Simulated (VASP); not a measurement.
# CaMg6Ni (Amm2) in VASP: reference runs

How does CaMg6Ni come out in PBE? The cell is run as given and disturbed, and energy against volume gives the equilibrium volume and stiffness.

Program: VASP 6.6.1. These are calculated values, not measurements. Logs are shortened: lines on timing, memory, paths and dates and some standing lists are left out, and cuts for length are marked.

## 1. The structure

Symmetry: Amm2, No. 38, orthorhombic system. Conventional cell: a = 4.892 Å, b = 6.252 Å, c = 11.781 Å, α = 90.00°, β = 90.00°, γ = 90.00°. Around Ni (site symmetry mm2) lie 6 Mg at 2.73 to 2.95 Å. Ca (site symmetry mm2) has 8 Mg at 3.09 to 3.33 Å and 2 Ni at 3.19 Å as nearest neighbours. Mg (site symmetry mm2) is surrounded by 10 Mg at 3.09 to 3.40 Å and 2 Ni at 3.18 Å. Around Mg (site symmetry m) lie 1 Ni at 2.73 Å and 5 Mg at 2.94 to 3.10 Å. Around Mg (site symmetry mm2) lie 10 Mg at 3.09 to 3.49 Å and 2 Ca at 3.15 Å. Mg (site symmetry m) has 7 Mg at 2.94 to 3.22 Å and 2 Ni at 2.95 Å and 1 Ca at 3.09 Å as nearest neighbours.

The cell comes from a database or a generator and needn't be the stable form of this composition.

## 2. Single point, PBE, collinear spin, ferromagnetic start

Input file INCAR:

```
  ALGO = Normal
  EDIFF = 1E-7
  ENCUT = 520
  GGA = PE
  ISIF = 2
  ISMEAR = -1
  ISPIN = 2
  LASPH = True
  LCHARG = False
  LMAXMIX = 4
  LORBIT = 11
  LREAL = False
  LWAVE = False
  MAGMOM = 1 0 0 0 0 0 0 0
  NBANDS = 30
  NELM = 120
  PREC = Accurate
  SIGMA = 0.05
```

Input file KPOINTS:

```
k-points
0
Gamma
  6 5 5
```

Input file POSCAR:

```
CaMg6Ni
1.0
    4.8918520000      0.0000000000      0.0000000000
    0.0000000000      3.1261880000      5.8907215000
    0.0000000000     -3.1261880000      5.8907215000
Ni Ca Mg
1 1 6
Direct
    0.5000000000      0.6334780000      0.6334780000
    0.0000000000      0.8066560000      0.8066560000
    0.5000000000      0.1813640000      0.1813640000
    0.5000000000      0.6808790000      0.1998830000
    0.5000000000      0.1998830000      0.6808790000
    0.0000000000      0.3411450000      0.3411450000
    0.0000000000      0.8208490000      0.3357450000
    0.0000000000      0.3357450000      0.8208490000
```

Potentials or basis: VASP PAW PBE potentials, release 64 (Ni, Ca_sv, Mg).

On the command line:

```
> cat potpaw_PBE.64/Ni/POTCAR potpaw_PBE.64/Ca_sv/POTCAR potpaw_PBE.64/Mg/POTCAR > POTCAR
> mpirun -np 1 vasp_std > vasp.out
```

OUTCAR:

```text
EDIFF = 1E-7
   ENCUT = 520
   GGA = PE
   ISIF = 2
   ISMEAR = -1
   ISPIN = 2
   LASPH = True
   LORBIT = 11
   LREAL = False
   NELM = 120
   PREC = Accurate

 ion  position               nearest neighbor table
   1  0.500  0.633  0.633-   4 2.73   5 2.73   7 2.95   8 2.95   7 2.95   8 2.95   3 3.18   3 3.18

   2  0.000  0.807  0.807-   7 3.09   8 3.09   6 3.15   6 3.15   4 3.33   5 3.33   4 3.33   5 3.33

   3  0.500  0.181  0.181-   6 3.09   6 3.09   8 3.17   7 3.17   7 3.17   8 3.17   1 3.18   1 3.18
                             4 3.27   5 3.27   4 3.40   5 3.40
   4  0.500  0.681  0.200-   1 2.73   7 2.94   7 2.94   5 3.01   6 3.10   6 3.10   5 3.25   3 3.27
                             2 3.33   2 3.33   3 3.40
   5  0.500  0.200  0.681-   1 2.73   8 2.94   8 2.94   4 3.01   6 3.10   6 3.10   4 3.25   3 3.27
                             2 3.33   2 3.33   3 3.40
   6  0.000  0.341  0.341-   3 3.09   3 3.09   5 3.10   4 3.10   4 3.10   5 3.10   2 3.15   2 3.15
                             8 3.18   7 3.18   7 3.49   8 3.49
   7  0.000  0.821  0.336-   4 2.94   4 2.94   1 2.95   1 2.95   8 3.03   2 3.09   3 3.17   3 3.17
                             6 3.18   8 3.22   6 3.49
   8  0.000  0.336  0.821-   5 2.94   5 2.94   1 2.95   1 2.95   7 3.03   2 3.09   3 3.17   3 3.17
                             6 3.18   7 3.22   6 3.49

  LATTYP: Found a base centered orthorhombic cell.
 ALAT       =     6.2523760000
 B/A-ratio  =     1.8843145390
 C/A-ratio  =     0.7823988832

  Lattice vectors:

 A1 = (   0.0000000000,   3.1261880000,  -5.8907215000)
 A2 = (   0.0000000000,   3.1261880000,   5.8907215000)
 A3 = (   4.8918520000,   0.0000000000,   0.0000000000)

Analysis of symmetry for initial positions (statically):
=====================================================================
 Subroutine PRICEL returns:
 Original cell was already a primitive cell.

 Routine SETGRP: Setting up the symmetry group for a
 base centered orthorhombic supercell.

 Subroutine GETGRP returns: Found  4 space group operations
 (whereof  4 operations were pure point group operations)
 out of a pool of  8 trial point group operations.

The static configuration has the point symmetry C_2v.

Analysis of symmetry for dynamics (positions and initial velocities):
=====================================================================
 Subroutine PRICEL returns:
 Original cell was already a primitive cell.

 Routine SETGRP: Setting up the symmetry group for a
 base centered orthorhombic supercell.

 Subroutine GETGRP returns: Found  4 space group operations
 (whereof  4 operations were pure point group operations)
 out of a pool of  8 trial point group operations.

The dynamic configuration has the point symmetry C_2v.

Analysis of structural, dynamic, and magnetic symmetry:
=====================================================================
 Subroutine PRICEL returns:
 Original cell was already a primitive cell.

 Routine SETGRP: Setting up the symmetry group for a
 base centered orthorhombic supercell.

 Subroutine GETGRP returns: Found  4 space group operations
 (whereof  4 operations were pure point group operations)
 out of a pool of  8 trial point group operations.

The overall configuration has the point symmetry C_2v.

 Subroutine INISYM returns: Found  4 space group operations
 (whereof  4 operations are pure point group operations),
 and found     1 'primitive' translations

----------------------------------------------------------------------------------------

                                     Primitive cell

  volume of cell :     180.1718

  direct lattice vectors                    reciprocal lattice vectors
     4.891852000  0.000000000  0.000000000     0.204421556  0.000000000  0.000000000
     0.000000000  3.126188000  5.890721500     0.000000000  0.159939198  0.084879246
     0.000000000 -3.126188000  5.890721500     0.000000000 -0.159939198  0.084879246

  length of vectors
     4.891852000  6.668856814  6.668856814     0.204421556  0.181066378  0.181066378

  position of ions in fractional coordinates (direct lattice)
     0.500000000  0.633478000  0.633478000
     0.000000000  0.806656000  0.806656000
     0.500000000  0.181364000  0.181364000
     0.500000000  0.680879000  0.199883000
     0.500000000  0.199883000  0.680879000
     0.000000000  0.341145000  0.341145000
     0.000000000  0.820849000  0.335745000
     0.000000000  0.335745000  0.820849000

  ion indices of the primitive-cell ions
   primitive index   ion index
                 1           1
                 2           2
                 3           3
                 4           4
                 5           5
                 6           6
                 7           7
                 8           8

----------------------------------------------------------------------------------------

 KPOINTS: k-points

Automatic generation of k-mesh.
 Grid dimensions read from file:
 generate k-points for:    6    5    5

 Generating k-lattice:

  Cartesian coordinates                     Fractional coordinates (reciprocal lattice)
     0.034070259  0.000000000  0.000000000     0.166666667  0.000000000  0.000000000
     0.000000000  0.031987840  0.016975849     0.000000000  0.200000000  0.000000000
     0.000000000 -0.031987840  0.016975849     0.000000000  0.000000000  0.200000000

  Length of vectors
     0.034070259  0.036213276  0.036213276

  Shift w.r.t. Gamma in fractional coordinates (k-lattice)
     0.000000000  0.000000000  0.000000000

 Subroutine IBZKPT returns following result:
 ===========================================

 Found     36 irreducible k-points:

 Following reciprocal coordinates:
            Coordinates               Weight
  0.000000  0.000000  0.000000      1.000000
  0.166667  0.000000  0.000000      2.000000
  0.333333  0.000000  0.000000      2.000000
  0.500000  0.000000  0.000000      1.000000
  0.000000  0.200000  0.000000      4.000000
  0.166667  0.200000  0.000000      8.000000
[... 16 lines left out ...]
  0.333333 -0.400000  0.200000      8.000000
  0.500000 -0.400000  0.200000      4.000000
 [... further k-points ...]
   k-points           NKPTS =     36   k-points in BZ     NKDIM =     36   number of bands    NBANDS=     30
   number of dos      NEDOS =    301   number of ions     NIONS =      8
   total plane-waves  NPLWV =  90000
   dimension x,y,z NGX =    36 NGY =   50 NGZ =   50
   dimension x,y,z NGXF=    72 NGYF=  100 NGZF=  100
   ions per type =               1   1   6
   NGX,Y,Z   is equivalent  to a cutoff of  12.23, 12.46, 12.46 a.u.
   NGXF,Y,Z  is equivalent  to a cutoff of  24.47, 24.93, 24.93 a.u.
 SYSTEM =  unknown system
   PREC   = accura    normal or accurate (medium, high low for compatibility)
   ISTART =      0    job   : 0-new  1-cont  2-samecut
   ICHARG =      2    charge: 1-file 2-atom 10-const
   ISPIN  =      2    spin polarized calculation?
   LNONCOLLINEAR =      F non collinear calculations
   LSORBIT =      F    spin-orbit coupling
   LASPH  =      T    aspherical Exc in radial PAW
   ENCUT  =  520.0 eV  38.22 Ry    6.18 a.u.   9.10 12.40 12.40*2*pi/ulx,y,z
   NELM   =    120;   NELMIN=  2; NELMDL= -5     # of ELM steps
   EDIFF  = 0.1E-06   stopping-criterion for ELM
   LREAL  =      F    real-space projection
   EDIFFG = 0.1E-05   stopping-criterion for IOM
   NSW    =      0    number of steps for IOM
   IBRION =     -1    ionic relax: 0-MD 1-quasi-New 2-CG
   NFREE  =      0    steps in history (QN), initial steepest desc. (CG)
   ISIF   =      2    stress and relaxation
   ISYM   =      2    0-nonsym 1-usesym 2-fastsym
   POTIM  = 0.5000    time-step for ionic-motion
   TEBEG  =    0.0;   TEEND  =   0.0 temperature during run
   PSTRESS=    0.0 pullay stress
   NELECT =      32.0000    total number of electrons
   NUPDOWN=      -1.0000    fix difference up-down
   EMIN   =  10.00;   EMAX   =-10.00  energy-range for DOS
   EFERMI =   0.00;   METHOD = LEGACY
   ISMEAR =    -1;   SIGMA  =   0.05  broadening in eV -4-tet -1-fermi 0-gaus
   EFERMI_NEDOS =   21; number of points for ismear=-14 and -15
   IALGO  =     38    algorithm
   IMIX   =      4    mixing-type and parameters
     AMIX     =   0.40;   BMIX     =  1.00
     AMIX_MAG =   1.60;   BMIX_MAG =  1.00
  volume/ion in A,a.u.               =      22.52       151.98
  Fermi-wavevector in a.u.,A,eV,Ry     =   0.920229  1.738980 11.521702  0.846821
  Thomas-Fermi vector in A             =   2.045511
   LORBIT       =     11    0 simple, 1 ext, 2 COOP (PROOUT), +10 PAW based schemes
   GGA     = PE    functional components
   LHFCALC =     F    Hartree Fock is set to
   AEXX    =    0.0000 exact exchange contribution
   IVDW    =     0    specifies the selected vdW correction
   LEPSILON=     F    determine dielectric tensor
   LRPA    =     F    only Hartree local field effects (RPA)
 spin polarized calculation
  energy-cutoff  :      520.00
  volume of cell :      180.17
 maximum number of plane-waves:      4876
   NGX = 19   NGY = 25   NGZ = 25

 number of electron      32.0000011 magnetization      -0.0035024

 number of electron      32.0000011 magnetization       0.0000902

 Free energy of the ion-electron system (eV)
  ---------------------------------------------------
  ext. energy  EPLUGINS =         0.00000000
  ---------------------------------------------------
  free energy    TOTEN  =       -16.09279158 eV

  energy without entropy =      -16.05403293  energy(sigma->0) =      -16.07341226

 E-fermi :   2.8851     XC(G=0):  -8.8209

 val. band max:        2.8831918357   @ k =   0.1667  -0.4000   0.4000
 cond. band min:       2.9060096826   @ k =   0.3333   0.4000   0.4000
 fundamental gap:      0.0228178469
 Fermi energy:         2.8851481114

 spin component 1

 k-point     1 :       0.0000    0.0000    0.0000
  band No.  band energies     occupation
      1     -38.1623      1.00000
      2     -19.2531      1.00000
      3     -19.2001      1.00000
      4     -19.1794      1.00000
      5      -3.6816      1.00000
      6       0.1690      1.00000
[... 20 lines left out ...]
     27       7.1261      0.00000
[... 691 lines left out ...]
      6      -1.0027      1.00000
[... 20 lines left out ...]
     27       7.8485      0.00000
     28       7.9810      0.00000

 [... further k-points ...]

 spin component 2

 k-point     1 :       0.0000    0.0000    0.0000
  band No.  band energies     occupation
      1     -38.1623      1.00000
      2     -19.2531      1.00000
      3     -19.2001      1.00000
      4     -19.1794      1.00000
      5      -3.6816      1.00000
      6       0.1690      1.00000
[... 20 lines left out ...]
     27       7.1261      0.00000
[... 691 lines left out ...]
      6      -1.0026      1.00000
[... 20 lines left out ...]
     27       7.8485      0.00000
     28       7.9810      0.00000

 [... further k-points ...]

 [bands above 28 left out]

------------------------ aborting loop because EDIFF is reached ----------------------------------------

  FORCE on cell =-STRESS in cart. coord.  units (eV):
  Direction    XX          YY          ZZ          XY          YZ          ZX
  --------------------------------------------------------------------------------------
  -------------------------------------------------------------------------------------
  Total       -0.0177458      0.3874906      0.3080850      0.0000000      0.0000000      0.0000000
  in kB       -0.1578044      3.4457584      2.7396452      0.0000000      0.0000000      0.0000000
  external PRESSURE =       2.0091997 kB  Pullay stress =       0.0000000 kB

 VOLUME and BASIS-vectors are now :
 -----------------------------------------------------------------------------
  energy-cutoff  :      520.00
  volume of cell :      180.17
      direct lattice vectors                 reciprocal lattice vectors
     4.891852000  0.000000000  0.000000000     0.204421556  0.000000000  0.000000000
     0.000000000  3.126188000  5.890721500     0.000000000  0.159939198  0.084879246
     0.000000000 -3.126188000  5.890721500     0.000000000 -0.159939198  0.084879246

 POSITION                                       TOTAL-FORCE (eV/Angst)
 -----------------------------------------------------------------------------------
      2.44593      0.00000      7.46328         0.000000      0.000000     -0.040133
      0.00000      0.00000      9.50357         0.000000      0.000000     -0.031445
      2.44593      0.00000      2.13673         0.000000      0.000000      0.029966
      2.44593      1.50368      5.18832         0.000000      0.031759      0.015456
      2.44593     -1.50368      5.18832         0.000000     -0.031759      0.015456
      0.00000      0.00000      4.01918         0.000000      0.000000      0.026358
      0.00000      1.51653      6.81317         0.000000      0.025126     -0.007829
      0.00000     -1.51653      6.81317         0.000000     -0.025126     -0.007829
 -----------------------------------------------------------------------------------
    total drift:                                0.000000      0.000000      0.000161

  FREE ENERGIE OF THE ION-ELECTRON SYSTEM (eV)
  ---------------------------------------------------
  free  energy   TOTEN  =       -16.0927915846 eV

  energy  without entropy=      -16.0540329335  energy(sigma->0) =      -16.07341226

 total charge

# of ion       s       p       d       tot
------------------------------------------
    1        0.430   0.213   8.387   9.030
    2        2.066   5.851   0.251   8.167
    3        0.195   0.116   0.012   0.322
    4        0.221   0.134   0.013   0.368
    5        0.221   0.134   0.013   0.368
    6        0.234   0.134   0.011   0.378
    7        0.218   0.133   0.013   0.364
    8        0.218   0.133   0.013   0.364
--------------------------------------------------
tot          3.801   6.848   8.713  19.362

 magnetization (x)

# of ion       s       p       d       tot
------------------------------------------
    1        0.000   0.000  -0.000  -0.000
    2       -0.000   0.000   0.000   0.000
    3       -0.000   0.000   0.000   0.000
    4       -0.000  -0.000  -0.000  -0.000
    5       -0.000  -0.000  -0.000  -0.000
    6       -0.000  -0.000  -0.000  -0.000
    7        0.000   0.000   0.000   0.000
    8        0.000   0.000   0.000   0.000
--------------------------------------------------
tot         -0.000   0.000  -0.000  -0.000
```

It took 5.6 min on 1 thread of Intel Xeon Platinum 8488C (Sapphire Rapids), shared host; peak memory 0.57 GiB.

Results:

```
Free energy                                           : -16.0928 eV
Pressure                                              : 0.2 GPa
Largest force                                         : 0.040 eV/Å
Band gap on the k mesh                                : none (metal or under the smearing width)
Net moment                                            : 0.00 μB per cell
Valence electrons inside the program's atomic spheres : Ni 9.03; Ca 8.17; Mg 0.32, 0.37, 0.38, 0.36
```

Forces on the atoms (eV/Å):
```
Ni   0.000  0.000 -0.040
Ca   0.000  0.000 -0.031
Mg   0.000  0.000  0.030
Mg   0.000  0.032  0.015
Mg   0.000 -0.032  0.015
Mg   0.000  0.000  0.026
Mg   0.000  0.025 -0.008
Mg   0.000 -0.025 -0.008
```

Stress tensor (GPa, compression positive):
```
-0.02  0.00  0.00
 0.00  0.34  0.00
 0.00  0.00  0.27
```

(Part 1 of 3 ends here.)
